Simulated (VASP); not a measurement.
Consider the following.

```
CELL_PARAMETERS angstrom
      1.25266    -2.16968     0.00000
      1.25266     2.16968     0.00000
      0.00000     0.00000     7.09409
ATOMIC_POSITIONS crystal
  C  0.00000 0.00000 0.25000
  C  0.00000 0.00000 0.75000
  C  0.33333 0.66667 0.25000
  C  0.66667 0.33333 0.75000
```

Level of theory: r2SCAN meta-GGA, VASP's PBE PAW potentials (set 64) (plane waves; VASP). Settings: 520 eV cut-off, 10×10×3 Γ-centred mesh, Gaussian smearing of 0.050 eV, potentials C.

Task: The ions and cell shape at fixed volume are relaxed. Give the cell that the relaxation ends in.

Result: 
```
CELL_PARAMETERS angstrom
      1.22967    -2.12986     0.00000
      1.22967     2.12986     0.00000
      0.00000     0.00000     7.36184
ATOMIC_POSITIONS crystal
  C  0.00000 0.00000 0.25000
  C  0.00000 0.00000 0.75000
  C  0.33333 0.66667 0.25000
  C  0.66667 0.33333 0.75000
```
Space group P6_3/mmc (194), at a tolerance of 0.03 Å.

Task: How much energy does the relaxation gain?

Result: The energy (σ→0) changes by -24.2 meV/atom, in 3 ionic steps.

The compound is C in the graphite structure. This cell is one point of a volume scan, at 1.06 of the reference volume. Symmetry was kept, so distortions that lower it aren't found.
